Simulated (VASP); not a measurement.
Here is the system:

```
CELL_PARAMETERS angstrom
      0.00000     2.97275     2.97275
      2.97275     0.00000     2.97275
      2.97275     2.97275     0.00000
ATOMIC_POSITIONS crystal
  Y  0.00000 0.00000 0.00000
  Al 0.50000 0.50000 0.50000
```

Calculation: PBEsol GGA, VASP's PBE PAW potentials (set 64) (plane waves; VASP 6.6.1). Settings: 400 eV cut-off, Gaussian smearing of 0.050 eV, potentials Y_sv Al.

Predict the band gap (along the path) with the smallest direct gap where there is one.

- band gap (along the path) = none (metal, semimetal or under 0.01 eV)

The absolute energy has meaning only against runs of the same code, potentials and settings.

The structure was generated: YAl was put into the rock salt type (Fm-3m), which need not be its known phase. It was relaxed first, which changed the volume by -31 %.
